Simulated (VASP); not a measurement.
Input for VASP

**INCAR**
```
SYSTEM = K2S
PREC = Accurate
ENCUT = 480
EDIFF = 1E-7
NELM = 100
ALGO = Normal
LREAL = .FALSE.
LASPH = .TRUE.
ISMEAR = 0
SIGMA = 0.05
GGA = PS
LWAVE = .FALSE.
LCHARG = .FALSE.
ISIF = 3
IBRION = 2
NSW = 40
EDIFFG = -0.01
PSTRESS = 10
```

### POSCAR
```
K2S
1
    0.0000000000     3.6674286000     3.6674286000
    3.6674286000     0.0000000000     3.6674286000
    3.6674286000     3.6674286000     0.0000000000
K S
2 1
Direct
  0.2500000000   0.2500000000   0.2500000000
  0.7500000000   0.7500000000   0.7500000000
  0.0000000000   0.0000000000   0.0000000000
```

File KPOINTS:
```
Automatic mesh
0
Gamma
6 6 6
0 0 0
```

POTCAR, in this order: K_sv S (PBE.64 set). Program: vasp_std.

Task: Write an equivalent input for Ansatz.

Result: One equivalent input (not run):
Ansatz 0.2 input:
```yaml
crystal:
  lattice:
    - [0.0000000, 3.6674286, 3.6674286]
    - [3.6674286, 0.0000000, 3.6674286]
    - [3.6674286, 3.6674286, 0.0000000]
  atoms:
    - { symbol: K, position: [0.2500000, 0.2500000, 0.2500000] }
    - { symbol: K, position: [0.7500000, 0.7500000, 0.7500000] }
    - { symbol: S, position: [0.0000000, 0.0000000, 0.0000000] }
kpoints:
  mp_grid: { grid: [6, 6, 6] }
hamiltonian:
  xc: pbesol
  pseudopotentials: { kind: paw }
scf:
  occupations: { method: gaussian, width: 0.05 }
  max_iter: 100
relax:
  max_steps: 40
  f_tol: 0.01
  cell: { p_target: 1 }
output: { forces: true, stress: true, eigenvalues: true }
```
Limits of the translation: each code has its own PAW files, so the cut-off isn't converted (ENCUT is set for VASP's; basis.ecutwfc is left out, and Ansatz then takes the one that its files recommend); Ansatz stops its SCF on the density residual and VASP on the energy change (EDIFF).

The compound is K2S in the antifluorite structure. This run relaxes it under an external pressure of 1 GPa. Symmetry was kept, so distortions that lower it aren't found.
